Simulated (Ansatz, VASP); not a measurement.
## Zr2TiH6 in VASP and in Ansatz

```xyz
9
Lattice="0.0000 3.4012 3.4012 3.4012 0.0000 3.4012 3.4012 3.4012 0.0000" Properties=species:S:1:pos:R:3 pbc="T T T"
Zr    1.7006    1.7006    1.7006
Zr    5.1018    5.1018    5.1018
Ti    0.0000    0.0000    0.0000
H     1.8392    3.4012    3.4012
H     4.9632    3.4012    3.4012
H     3.4012    1.8392    3.4012
H     3.4012    4.9632    3.4012
H     3.4012    3.4012    1.8392
H     3.4012    3.4012    4.9632
```

Change from the starting cell: ordered vacancies on the cation sites of perovskite (Fm-3m, No. 225).

Alike in both runs: functional PBE; k mesh 4 × 4 × 4; occupations gaussian, width 0.1 eV; no spin polarisation.

Ansatz relaxed the structure, and its values are those at the end. VASP's run is a single point on that final structure, the one shown.

|  | VASP | Ansatz |
| --- | --- | --- |
| version | VASP 6.6.1 | Ansatz 0.2.0 |
| potentials or method | VASP PAW PBE potentials, release 64 (Zr_sv, Ti_sv, H) | scalar-relativistic, plane waves, PAW |
| plane-wave cutoff (eV) | 520 | 420 |
| valence electrons in the cell | 42 | 42 |

|  | VASP | Ansatz | Ansatz less VASP |
| --- | --- | --- | --- |
| gap on the k mesh at the Fermi level (eV) | none | none | - |
| pressure (GPa) | -0.3 | -0.2 | +0.12 |
| rms of the force components (eV/Å) | 0.004 | 0.004 | +0.0002 |

A gap of «none» marks a metal or a gap that the smearing closes.

Caveats: the k mesh is coarse (spacing up to 0.40 Å⁻¹), so the values aren't converged.
